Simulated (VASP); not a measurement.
# G0W0 gap of TiO2 (Rutile) against strain, part 2 of 5

How does the quasiparticle gap of TiO2 (Rutile) follow strain, and does the starting functional get the slope right? The cell is of the rutile type, one of the forms listed for this formula, which need not be the common one. The start is a cell from a database of measured crystal structures.

VASP 6.6.1, plane waves and PAW; the level of theory is named at each step.

So far. Step 2 (Relaxation): At PBE, with these data sets, the largest force is down to 0.0023 eV/Å.

## Step 3: Ground state

This step: PBE, no spin polarisation; plane waves and PAW (Ti_sv_GW, O_GW) (VASP 6.6.1).

The orbitals come from a self-consistent PBE run with a tight EDIFF and a narrow smearing. KPOINTS_OPT adds the bands along a path, which shows whether the mesh holds the band edges.

INCAR reads:

```
SYSTEM = TiO2
PREC = Accurate
ENCUT = 440
EDIFF = 1E-08
NELM = 100
ISMEAR = 0
SIGMA = 0.01
LREAL = .FALSE.
ALGO = Normal
GGA = PE
NBANDS = 30
LASPH = .TRUE.
LORBIT = 11
LWAVE = .TRUE.
LCHARG = .FALSE.
KPAR = 8
```

POSCAR reads:

```
TiO2
1.0
    4.5922000000      0.0000000000      0.0000000000
    0.0000000000      4.5922000000      0.0000000000
    0.0000000000      0.0000000000      2.9574000000
Ti O
2 4
Direct
    0.5000000000      0.5000000000      0.5000000000
    0.0000000000      0.0000000000      0.0000000000
    0.8040255103      0.1959744897      0.5000000000
    0.6959744897      0.6959744897      0.0000000000
    0.1959744897      0.8040255103      0.5000000000
    0.3040255103      0.3040255103      0.0000000000
```

KPOINTS reads:

```
Automatic mesh
0
Gamma
4 4 4
0 0 0
```

KPOINTS_OPT reads:

```
Line mode
12
Line-mode
Reciprocal
  0.00000000   0.00000000   0.00000000 GAMMA
  0.00000000   0.50000000   0.00000000 X

  0.00000000   0.50000000   0.00000000 X
  0.50000000   0.50000000   0.00000000 M

  0.50000000   0.50000000   0.00000000 M
  0.00000000   0.00000000   0.00000000 GAMMA

  0.00000000   0.00000000   0.00000000 GAMMA
  0.00000000   0.00000000   0.50000000 Z

  0.00000000   0.00000000   0.50000000 Z
  0.00000000   0.50000000   0.50000000 R

  0.00000000   0.50000000   0.50000000 R
  0.50000000   0.50000000   0.50000000 A

  0.50000000   0.50000000   0.50000000 A
  0.00000000   0.00000000   0.50000000 Z

  0.00000000   0.50000000   0.00000000 X
  0.00000000   0.50000000   0.50000000 R

  0.50000000   0.50000000   0.00000000 M
  0.50000000   0.50000000   0.50000000 A
```

The projector-augmented-wave data sets are Ti_sv_GW and O_GW (PBE family, release 64).

Started as:

```bash
$ mpirun -np 8 vasp_std
```

Output:

```text
[banner, memory and clock lines left out]
running    8 mpi-ranks, on    1 nodes
 distrk:  each k-point on    1 cores,    8 groups
 distr:  one band on    1 cores,    1 groups

 POSCAR found type information on POSCAR TiO
 POSCAR found :  2 types and       6 ions
 [... a notice as in an earlier step ...]

 LDA part: xc-table for (Slater+PW92), standard interpolation
 POSCAR, INCAR and KPOINTS ok, starting setup
 FFT: planning ... GRIDC
 FFT: planning ... GRID_SOFT
 FFT: planning ... GRID
 WAVECAR not read
 entering main loop
       N       E                     dE             d eps       ncg     rms          rms(c)
DAV:   1     0.848933481047E+03    0.84893E+03   -0.22093E+04  1248   0.163E+03
DAV:   2     0.408744419525E+02   -0.80806E+03   -0.78002E+03  1754   0.953E+02
DAV:   3    -0.767258061522E+02   -0.11760E+03   -0.11235E+03  1862   0.365E+02
DAV:   4    -0.812317581199E+02   -0.45060E+01   -0.44780E+01  1824   0.785E+01
DAV:   5    -0.814870559778E+02   -0.25530E+00   -0.25410E+00  1778   0.182E+01    0.260E+01
DAV:   6    -0.586386947737E+02    0.22848E+02   -0.11474E+02  1872   0.119E+02    0.103E+01
DAV:   7    -0.583550536548E+02    0.28364E+00   -0.10758E+01  1948   0.477E+01    0.397E+00
DAV:   8    -0.583597591428E+02   -0.47055E-02   -0.17985E+00  1992   0.190E+01    0.273E+00
DAV:   9    -0.582623976675E+02    0.97361E-01   -0.15026E+00  1920   0.211E+01    0.153E+00
DAV:  10    -0.582099492526E+02    0.52448E-01   -0.32705E-01  1980   0.860E+00    0.300E-01
DAV:  11    -0.582083767393E+02    0.15725E-02   -0.15623E-02  1912   0.194E+00    0.571E-02
DAV:  12    -0.582091654402E+02   -0.78870E-03   -0.46520E-03  2008   0.813E-01    0.169E-01
DAV:  13    -0.582085303293E+02    0.63511E-03   -0.31317E-03  1896   0.868E-01    0.195E-02
DAV:  14    -0.582085339153E+02   -0.35861E-05   -0.13053E-04  1800   0.163E-01    0.757E-03
DAV:  15    -0.582085341857E+02   -0.27034E-06   -0.10777E-05  2008   0.364E-02    0.117E-03
DAV:  16    -0.582085345377E+02   -0.35202E-06   -0.39549E-07  1864   0.661E-03    0.505E-04
DAV:  17    -0.582085344396E+02    0.98030E-07   -0.26840E-08  1016   0.196E-03    0.252E-04
DAV:  18    -0.582085344397E+02   -0.82764E-10   -0.74895E-09   896   0.202E-03
   1 F= -.58208534E+02 E0= -.58208534E+02  d E =-.135980E-58
 Start KPOINTS_OPT (optional k-point list driver)
k-point batch [1-18\108]
       N       E                     dE             ncg
DAV:   1     0.708551123599E+04   -0.17443E+04     1168
DAV:   2    -0.849933845885E+04   -0.15585E+05     1638
DAV:   3    -0.104787475035E+05   -0.19794E+04     1900
DAV:   4    -0.107002023927E+05   -0.22145E+03     2032
DAV:   5    -0.107207110537E+05   -0.20509E+02     1896
DAV:   6    -0.107223213817E+05   -0.16103E+01     2080
DAV:   7    -0.107224815275E+05   -0.16015E+00     1864
DAV:   8    -0.107225030351E+05   -0.21508E-01     2066
DAV:   9    -0.107225057796E+05   -0.27445E-02     1824
DAV:  10    -0.107225061907E+05   -0.41104E-03     2026
DAV:  11    -0.107225062495E+05   -0.58838E-04     1536
DAV:  12    -0.107225062595E+05   -0.10005E-04     1288
DAV:  13    -0.107225062610E+05   -0.14797E-05     1288
DAV:  14    -0.107225062612E+05   -0.22737E-06     1088
DAV:  15    -0.107225062613E+05   -0.35061E-07      960
DAV:  16    -0.107225062613E+05   -0.52314E-08      912
[...]
k-point batch [91-108\108]
       N       E                     dE             ncg
DAV:   1     0.644482170050E+04   -0.21066E+05     1184
DAV:   2    -0.859418746380E+04   -0.15039E+05     1642
DAV:   3    -0.105228777459E+05   -0.19287E+04     1904
DAV:   4    -0.107349492439E+05   -0.21207E+03     2088
DAV:   5    -0.107502485905E+05   -0.15299E+02     1872
DAV:   6    -0.107512714760E+05   -0.10229E+01     2090
DAV:   7    -0.107513503996E+05   -0.78924E-01     1816
DAV:   8    -0.107513586851E+05   -0.82855E-02     2072
DAV:   9    -0.107513593382E+05   -0.65309E-03     1744
DAV:  10    -0.107513594384E+05   -0.10020E-03     2064
DAV:  11    -0.107513594472E+05   -0.88191E-05     1464
DAV:  12    -0.107513594484E+05   -0.12120E-05     1304
DAV:  13    -0.107513594485E+05   -0.11393E-06     1216
DAV:  14    -0.107513594486E+05   -0.13422E-07     1072
DAV:  15    -0.107513594486E+05   -0.12897E-08      864
 writing wavefunctions
```

Wall time 22 s (8 MPI ranks of Intel Xeon 6975P-C (Granite Rapids), shared host); peak memory 1.6 GiB; 2.2 min of CPU time.

OUTCAR, selected parts (step 3):

```text
 Found     18 irreducible k-points:

   k-points           NKPTS =     18   k-points in BZ     NKDIM =     18   number of bands    NBANDS=     30

   dimension x,y,z NGX =    32 NGY =   32 NGZ =   20
   dimension x,y,z NGXF=    64 NGYF=   64 NGZF=   40

   ENCUT  =  440.0 eV  32.34 Ry    5.69 a.u.   7.85  7.85  5.06*2*pi/ulx,y,z

   NELECT =      48.0000    total number of electrons

 E-fermi :   4.9728

 k-point     1 :       0.0000    0.0000    0.0000
  band No.  band energies     occupation
    ...
     20       2.8579      2.00000
     21       4.1410      2.00000
     22       4.3919      2.00000
     23       4.3919      2.00000
     24       4.8605      2.00000
     25       6.7047      0.00000
     26       6.9889      0.00000
     27       7.2375      0.00000
     28       7.3431      0.00000
     29       7.3431      0.00000
    ...

 k-point     2 :       0.2500    0.0000    0.0000
  band No.  band energies     occupation
    ...
     20       2.8987      2.00000
     21       3.4064      2.00000
     22       3.7762      2.00000
     23       4.0247      2.00000
     24       4.6232      2.00000
     25       7.0008      0.00000
     26       7.3171      0.00000
     27       7.5744      0.00000
     28       7.6465      0.00000
     29       7.6467      0.00000
    ...

  Total        0.3963617      0.3963617      0.2511037     -0.0000000      0.0000000      0.0000000
  in kB       10.1824107     10.1824107      6.4507773     -0.0000000      0.0000000      0.0000000
  external PRESSURE =       8.9385329 kB  Pullay stress =       0.0000000 kB

  energy-cutoff  :      440.00
  volume of cell :       62.37
      direct lattice vectors                 reciprocal lattice vectors
     4.592200000  0.000000000  0.000000000     0.217760550  0.000000000  0.000000000
     0.000000000  4.592200000  0.000000000     0.000000000  0.217760550  0.000000000
     0.000000000  0.000000000  2.957400000     0.000000000  0.000000000  0.338134848

 POSITION                                       TOTAL-FORCE (eV/Angst)
 -----------------------------------------------------------------------------------
      2.29610      2.29610      1.47870        -0.000000     -0.000000      0.000000
      0.00000      0.00000      0.00000        -0.000000     -0.000000      0.000000
      3.69225      0.89995      1.47870         0.015906     -0.015906      0.000000
      3.19605      3.19605      0.00000        -0.015906     -0.015906      0.000000
      0.89995      3.69225      1.47870        -0.015906      0.015906      0.000000
      1.39615      1.39615      0.00000         0.015906      0.015906      0.000000
 -----------------------------------------------------------------------------------
    total drift:                               -0.000000     -0.000000     -0.000000

  FREE ENERGIE OF THE ION-ELECTRON SYSTEM (eV)
  ---------------------------------------------------
  free  energy   TOTEN  =       -58.2085344397 eV

  energy  without entropy=      -58.2085344397  energy(sigma->0) =      -58.20853444

 total charge
# of ion       s       p       d       f       tot
--------------------------------------------------
    1        2.227   6.140   1.405   0.042   9.814
    2        2.227   6.140   1.405   0.042   9.814
    3        1.554   3.468   0.000   0.000   5.022
    4        1.554   3.468   0.000   0.000   5.022
    5        1.554   3.468   0.000   0.000   5.022
    6        1.554   3.468   0.000   0.000   5.022
--------------------------------------------------
tot         10.670  26.153   2.811   0.083  39.717

[... 3 parts as in an earlier step ...]

[... 7 further parts left out ...]
```

This step gave:

- free energy (TOTEN): -58.2085 eV
- Fermi energy: 4.973 eV
- pressure: 0.8939 GPa
- least gap on mesh and path: 1.844 eV
- least direct gap on mesh and path: 1.844 eV

The highest empty bands on the path are converged less tightly, to about 0.1 eV. Electronic bands along the path, in eV, zero at the valence-band top; v1 is the highest filled band, c1 the lowest empty one:

```tsv
point	v4	v3	v2	v1	c1	c2	c3	c4
Γ	-0.72	-0.47	-0.47	0.00	1.84	2.13	2.38	2.48
0.55 of the way	-1.60	-1.14	-0.86	-0.28	2.18	2.49	2.75	2.83
X	-1.67	-1.67	-0.75	-0.75	2.51	2.51	3.02	3.02
0.45 of the way	-1.52	-1.52	-1.06	-1.06	2.29	2.29	2.79	2.79
M	-1.33	-1.33	-1.09	-1.09	1.88	1.88	2.51	2.51
0.45 of the way	-1.81	-1.23	-1.19	-0.50	1.91	2.50	2.53	3.01
Γ	-0.72	-0.47	-0.47	0.00	1.84	2.13	2.38	2.48
0.55 of the way	-1.72	-1.66	-1.66	-0.61	2.24	2.57	2.91	3.20
Z	-2.40	-2.40	-1.43	-1.43	2.97	2.97	3.16	3.16
0.45 of the way	-1.88	-1.88	-1.61	-1.61	2.52	2.52	3.17	3.17
R	-2.05	-2.05	-1.05	-1.05	1.90	1.90	3.19	3.19
0.55 of the way	-1.50	-1.50	-0.86	-0.86	2.21	2.21	3.20	3.20
A	-1.31	-1.31	-0.68	-0.68	2.59	2.59	3.19	3.19
0.55 of the way	-1.95	-1.68	-1.40	-1.34	2.15	2.80	3.17	3.18
Z	-2.40	-2.40	-1.43	-1.43	2.97	2.97	3.16	3.16
jump to X	-1.67	-1.67	-0.75	-0.75	2.51	2.51	3.02	3.02
0.45 of the way	-2.05	-2.05	-0.81	-0.81	2.60	2.60	3.14	3.14
R	-2.05	-2.05	-1.05	-1.05	1.90	1.90	3.19	3.19
jump to M	-1.33	-1.33	-1.09	-1.09	1.88	1.88	2.51	2.51
0.45 of the way	-1.87	-1.87	-1.46	-1.46	2.57	2.57	2.81	2.81
A	-1.31	-1.31	-0.68	-0.68	2.59	2.59	3.19	3.19
```

Of the projections kept (Ti, O), the largest for each band there, as a share of the weight inside these atoms' spheres; weight between the spheres isn't counted:

```tsv
point	v4	v3	v2	v1	c1	c2	c3	c4
Γ	O 0.95	O 0.97	O 0.97	O 0.96	Ti 0.98	Ti 0.90	Ti 0.96	Ti 1.00
X	O 0.85	O 0.85	O 0.97	O 0.97	Ti 0.87	Ti 0.87	Ti 0.91	Ti 0.91
M	O 0.94	O 0.94	O 0.94	O 0.94	Ti 0.96	Ti 0.96	Ti 1.00	Ti 1.00
Γ	O 0.95	O 0.97	O 0.97	O 0.96	Ti 0.98	Ti 0.90	Ti 0.96	Ti 1.00
Z	O 0.84	O 0.84	O 0.90	O 0.90	Ti 0.84	Ti 0.84	Ti 0.96	Ti 0.96
R	O 0.76	O 0.76	O 0.98	O 0.98	Ti 0.98	Ti 0.98	Ti 0.97	Ti 0.97
```

The cell has a gap of 1.84 eV on mesh and path.

## Step 4: Empty bands

The next step needs empty bands that the ground-state run didn't converge, so the Hamiltonian is diagonalised exactly for NBANDS bands, in a single step. LOPTICS writes the k-derivatives of the orbitals (WAVEDER), which give the long-wavelength limit of the screening.

INCAR reads:

```
SYSTEM = TiO2
PREC = Accurate
ENCUT = 440
ISMEAR = 0
SIGMA = 0.01
LREAL = .FALSE.
GGA = PE
NBANDS = 192
LASPH = .TRUE.
ALGO = Exact
NELM = 1
LWAVE = .TRUE.
LCHARG = .FALSE.
LOPTICS = .TRUE.
NEDOS = 1000
CSHIFT = 0.1
```

POSCAR is that of step 3.

KPOINTS is that of step 3.

Started as:

```bash
$ mpirun -np 8 vasp_std
```

Output:

```text
[banner, memory and clock lines left out]
running    8 mpi-ranks, on    1 nodes
 distrk:  each k-point on    8 cores,    1 groups
 distr:  one band on    1 cores,    8 groups

 POSCAR found type information on POSCAR TiO
 POSCAR found :  2 types and       6 ions
 [... a notice as in an earlier step ...]

 LDA part: xc-table for (Slater+PW92), standard interpolation
 found WAVECAR, reading the header
  number of bands has changed, file:    30 present:   192
  trying to continue reading WAVECAR, but it might fail
 POSCAR, INCAR and KPOINTS ok, starting setup
 FFT: planning ... GRIDC
 FFT: planning ... GRID_SOFT
 FFT: planning ... GRID
 reading WAVECAR
 random initialization beyond band           30
 the WAVECAR file was read successfully
 initial charge from wavefunction
 entering main loop
       N       E                     dE             d eps       ncg     rms          rms(c)
DIA:   1    -0.582085344576E+02   -0.58209E+02    0.00000E+00     0   0.000E+00
   1 F= -.58208534E+02 E0= -.58208534E+02  d E =-.120618E-35
 writing wavefunctions
 optical routines
 imaginary and real dielectric function
 recalculating local potential from charge density
 direction            1
 direction            2
 direction            3
```

Wall time 16 s (8 MPI ranks); peak memory 1.9 GiB.

Parts of OUTCAR (step 4):

```text
 Found     18 irreducible k-points:

   k-points           NKPTS =     18   k-points in BZ     NKDIM =     18   number of bands    NBANDS=    192

   NELECT =      48.0000    total number of electrons

 E-fermi :   4.9461

 k-point     1 :       0.0000    0.0000    0.0000
  band No.  band energies     occupation
    ...
     20       2.8579      2.00000
     21       4.1410      2.00000
     22       4.3919      2.00000
     23       4.3919      2.00000
     24       4.8604      2.00000
     25       6.7047      0.00000
     26       6.9890      0.00000
     27       7.2376      0.00000
     28       7.3431      0.00000
     29       7.3431      0.00000
    ...

 k-point     2 :       0.2500    0.0000    0.0000
  band No.  band energies     occupation
    ...
     20       2.8987      2.00000
     21       3.4064      2.00000
     22       3.7761      2.00000
     23       4.0247      2.00000
     24       4.6231      2.00000
     25       7.0008      0.00000
     26       7.3172      0.00000
     27       7.5744      0.00000
     28       7.6465      0.00000
     29       7.6467      0.00000
    ...

  Total        0.3961491      0.3961491      0.2514249     -0.0000000      0.0000000      0.0000000
  in kB       10.1769502     10.1769502      6.4590293     -0.0000000      0.0000000      0.0000000
  external PRESSURE =       8.9376432 kB  Pullay stress =       0.0000000 kB

 POSITION                                       TOTAL-FORCE (eV/Angst)
 -----------------------------------------------------------------------------------
      2.29610      2.29610      1.47870        -0.000000      0.000000      0.000000
      0.00000      0.00000      0.00000        -0.000000      0.000000      0.000000
      3.69225      0.89995      1.47870         0.015907     -0.015907      0.000000
      3.19605      3.19605      0.00000        -0.015907     -0.015907      0.000000
      0.89995      3.69225      1.47870        -0.015907      0.015907      0.000000
      1.39615      1.39615      0.00000         0.015907      0.015907      0.000000
 -----------------------------------------------------------------------------------
    total drift:                               -0.000000     -0.000000     -0.000000

  FREE ENERGIE OF THE ION-ELECTRON SYSTEM (eV)
  ---------------------------------------------------
  free  energy   TOTEN  =       -58.2085344576 eV

  energy  without entropy=      -58.2085344576  energy(sigma->0) =      -58.20853446

 plasma frequency squared (from intraband transitions) (eV^2)
  --------------------------------------------------------------------------------------
       0.000       0.000       0.000
       0.000       0.000       0.000
       0.000       0.000       0.000

[... 8 parts as in an earlier step ...]

[... 5 further parts left out ...]
```

The gap is read on the k-mesh alone, so it is an upper bound where the band edges lie off the mesh, and a coarse mesh can show a gap where there is none.

A gap read on the k-mesh alone can miss the band edges.

This step gave:

| Property | Result |
| --- | --- |
| gap on the k-mesh | 1.844 eV |
| least direct gap on the k-mesh | 1.844 eV |

WAVECAR now holds 192 bands for 48 electrons. Its independent-particle dielectric tensor has xx, yy, zz = 7.7, 7.7, 9.4 on this mesh. It isn't tested for convergence in mesh or bands and lacks local fields, and at a small direct gap a coarse mesh makes it too large, which overscreens the GW step.

(Part 2 of 5 ends here.)

[Lines on the potential files, build, host, timing and source positions are cut from VASP's logs without a mark.]

[Logs are printed without paths, hosts, clocks, repeated set-up lines and the standing remarks that a program may print on its own settings, such as how far it seeks lower states.]

[Hosts, paths, dates, database ids (printed as entryN), source tags and the programs' standing remarks are cut or masked in the printed files.]

[Pressures printed for these runs are not shown converged in the cutoff: they can be off by several GPa and have the wrong sign.]

[In band tables of VASP the shares of atoms and orbitals are scaled to a sum of 1 inside the atoms' spheres.]
